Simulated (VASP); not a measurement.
Data:

```
CELL_PARAMETERS angstrom
     -2.68178     2.68178     1.45768
      2.68178    -2.68178     1.45768
      2.68178     2.68178    -1.45768
ATOMIC_POSITIONS crystal
  Sn 0.25000 0.75000 0.50000
  Sn 0.00000 0.00000 0.00000
```

These are PBE GGA, VASP's PBE PAW potentials (set 64) (plane waves; VASP 6.6.1) values and carry that method's errors. Settings: 500 eV cut-off, 14×14×14 Γ-centred mesh, first-order Methfessel-Paxton smearing of 0.10 eV, potentials Sn_d.

Energy and stress use the plane-wave basis of the starting cell.

### Question
The ions, cell shape and volume at an external pressure of 45.0 GPa are relaxed. Give the cell that the relaxation ends in.

### Answer

```
CELL_PARAMETERS angstrom
     -2.61778     2.61778     1.41933
      2.61778    -2.61778     1.41933
      2.61778     2.61778    -1.41933
ATOMIC_POSITIONS crystal
  Sn 0.25000 0.75000 0.50000
  Sn 0.00000 0.00000 0.00000
```
Space group I4_1/amd (141), at a tolerance of 0.03 Å.

### Question
How do energy and volume change from the first to the last step?

### Answer
The energy (σ→0) changes by +350.8 meV/atom and the volume by -7.2 %, in 6 ionic steps.

```
step  E(σ→0) (eV)  max force (eV/Å)  pressure (GPa)  volume (Å³)
----  -----------  ----------------  --------------  -----------
1         -6.5638             0.000           30.03        41.93
2         -2.0943             0.000          123.26        31.13
3         -5.9342             0.000           43.62        39.17
4         -5.8826             0.000           44.62        38.98
5         -5.8627             0.000           45.10        38.91
6         -5.8622             0.000           45.04        38.91
```

The compound is Sn in the beta structure. This run relaxes it under an external pressure of 45 GPa. Symmetry was kept, so distortions that lower it aren't found.
